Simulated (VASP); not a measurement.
These are PBE GGA with D3 dispersion (Becke-Johnson damping), VASP's PBE PAW potentials (set 64) (plane waves; VASP 6.6.1) values and carry that method's errors.

VASP ran on this input.

**INCAR**
```
ALGO = Normal
EDIFF = 1E-6
ENCUT = 520
GGA = PE
ISIF = 2
ISMEAR = 0
IVDW = 12
LASPH = T
LCHARG = F
LMAXMIX = 4
LREAL = F
LWAVE = F
NELM = 100
PREC = Accurate
SIGMA = 0.05
SYSTEM = GaN
```

File POSCAR:
```
GaN
1
    0.0000000000     2.2600000000     2.2600000000
    2.2600000000     0.0000000000     2.2600000000
    2.2600000000     2.2600000000     0.0000000000
Ga N
1 1
Direct
  0.0000000000   0.0000000000   0.0000000000
  0.2500000000   0.2500000000   0.2500000000
```

**KPOINTS**
```
Automatic mesh
0
Gamma
9 9 9
0 0 0
```

POTCAR, in this order: Ga_d N (PBE.64 set). Program: vasp_std.

What VASP printed:

File OSZICAR:
```
       N       E                     dE             d eps       ncg     rms          rms(c)
DAV:   1     0.939265568523E+02    0.93927E+02   -0.98319E+03   947   0.250E+03
DAV:   2    -0.629607257132E+01   -0.10022E+03   -0.94774E+02  1055   0.373E+02
DAV:   3    -0.139936399778E+02   -0.76976E+01   -0.76373E+01   990   0.920E+01
DAV:   4    -0.141335290277E+02   -0.13989E+00   -0.13975E+00  1152   0.132E+01
DAV:   5    -0.141353523218E+02   -0.18233E-02   -0.18233E-02   990   0.133E+00    0.769E+00
DAV:   6    -0.121459216654E+02    0.19894E+01   -0.60098E+00  1382   0.485E+01    0.267E+00
DAV:   7    -0.121572737075E+02   -0.11352E-01   -0.35400E-01   915   0.810E+00    0.177E+00
DAV:   8    -0.121535380252E+02    0.37357E-02   -0.71208E-02  1028   0.441E+00    0.812E-01
DAV:   9    -0.121482050553E+02    0.53330E-02   -0.22422E-02  1372   0.376E+00    0.193E-01
DAV:  10    -0.121485456213E+02   -0.34057E-03   -0.19696E-03  1076   0.741E-01    0.827E-02
DAV:  11    -0.121484545387E+02    0.91083E-04   -0.37948E-04  1349   0.362E-01    0.132E-02
DAV:  12    -0.121484608038E+02   -0.62651E-05   -0.34776E-05   975   0.774E-02    0.955E-03
DAV:  13    -0.121484605584E+02    0.24533E-06   -0.17405E-06   885   0.127E-02
   1 F= -.12652136E+02 E0= -.12652136E+02  d E =-.426294E-14
```

OUTCAR:
```
------------------------ aborting loop because EDIFF is reached ----------------------------------------
 Edisp (eV)   -0.50368
  FORCE on cell =-STRESS in cart. coord.  units (eV):
  Direction    XX          YY          ZZ          XY          YZ          ZX
  --------------------------------------------------------------------------------------
  Total      -0.02833    -0.02833    -0.02833     0.00000    -0.00000     0.00000
  in kB      -1.96637    -1.96637    -1.96637     0.00000    -0.00000     0.00000
  external pressure =       -1.97 kB  Pullay stress =        0.00 kB
  volume of cell :       23.09
      direct lattice vectors                 reciprocal lattice vectors
     0.000000000  2.260000000  2.260000000    -0.221238938  0.221238938  0.221238938
     2.260000000  0.000000000  2.260000000     0.221238938 -0.221238938  0.221238938
     2.260000000  2.260000000  0.000000000     0.221238938  0.221238938 -0.221238938
  FREE ENERGIE OF THE ION-ELECTRON SYSTEM (eV)
  ---------------------------------------------------
  free  energy   TOTEN  =       -12.6521358621 eV

  energy  without entropy=      -12.6521358621  energy(sigma->0) =      -12.65213586
```
(Selected blocks of OUTCAR.)

### OUTCAR
```
 val. band max:        5.1878763858   @ k =   0.0000   0.0000   0.0000

 cond. band min:       6.8564112017   @ k =   0.0000   0.0000   0.0000


 Fermi energy:         5.4329662611

 k-point     1 :       0.0000    0.0000    0.0000
  band No.  band energies     occupation
      1     -10.6722      2.00000
      2      -8.2472      2.00000
      3      -8.2472      2.00000
      4      -8.2472      2.00000
      5      -7.9362      2.00000
      6      -7.9362      2.00000
      7       5.1879      2.00000
      8       5.1879      2.00000
      9       5.1879      2.00000
     10       6.8564      0.00000
     11      15.4356      0.00000
     12      15.4356      0.00000
     13      15.4356      0.00000

 k-point     2 :       0.1111    0.0000    0.0000
  band No.  band energies     occupation
      1     -10.5402      2.00000
      2      -8.2310      2.00000
      3      -8.2310      2.00000
      4      -8.1972      2.00000
      5      -7.9376      2.00000
      6      -7.9376      2.00000
      7       3.8993      2.00000
      8       5.0593      2.00000
      9       5.0593      2.00000
     10       7.8511      0.00000
     11      14.8477      0.00000
     12      15.6296      0.00000
     13      15.6296      0.00000

 k-point     3 :       0.2222    0.0000    0.0000
  band No.  band energies     occupation
      1     -10.2252      2.00000
      2      -8.1960      2.00000
      3      -8.1960      2.00000
      4      -7.9781      2.00000
      5      -7.9345      2.00000
      6      -7.9345      2.00000
      7       1.8704      2.00000
      8       4.7568      2.00000
      9       4.7568      2.00000
     10       8.9894      0.00000
     11      14.0397      0.00000
     12      15.8869      0.00000
     13      15.8869      0.00000

 k-point     4 :       0.3333    0.0000    0.0000
  band No.  band energies     occupation
      1      -9.9375      2.00000
      2      -8.1702      2.00000
      3      -8.1702      2.00000
...
```

The compound is GaN in the zinc blende structure, a metastable form; wurtzite is the usual one. The cell was not relaxed at this level. The run is one of a series of settings (IVDW = 12 against the base run), some of them coarse on purpose.
